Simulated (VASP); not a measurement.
Given:

```xyz
5
Lattice="6.1091 0.0000 0.0000 0.0000 6.1091 0.0000 0.0000 0.0000 6.1091" Properties=species:S:1:pos:R:3 pbc="T T T"
Sn     3.0545     3.0545     3.0545
I      0.0000     3.0545     3.0545
I      3.0545     0.0000     3.0545
I      3.0545     3.0545     0.0000
Mn     0.0000     0.0000     0.0000
```
Starting moments (μB, in the order of the record's atoms Sn I I I Mn): 0.0 0.0 0.0 0.0 5.0.

These are r2SCAN meta-GGA, VASP's PBE PAW potentials (set 64) (plane waves; VASP) values and carry that method's errors. Numerical set-up: 400 eV cut-off, 4×4×4 Γ-centred mesh, tetrahedra with Blöchl corrections, potentials Sn_d I Mn_pv.

The moments were started parallel, and other spin orders were not tried in this run.  Unless said otherwise, spin-orbit coupling is left out, though it shifts the bands of the heavy elements here.

Task: What does the run give for the cell moment, energy per atom (σ→0), band gap (over mesh and band path) with the smallest direct gap where there is one?

Result: 
- band gap (over mesh and band path) = none (metal, semimetal or under 0.01 eV)
- cell moment = 6.00 μB
- energy per atom (σ→0) = -22.637 eV/atom

Task: Give the moment on each site (PAW-sphere projection).

Result: 
```csv
site,moment (μB)
Sn1,0.01
I2,0.03
I3,0.03
I4,0.03
Mn5,5.00
```

The absolute energy has meaning only against runs of the same code, potentials and settings.

The structure comes from a measured MnSnI3 entry (Pm-3m) of the Crystallography Open Database, whose conditions weren't checked. It was relaxed first, which changed the volume by -9 %.
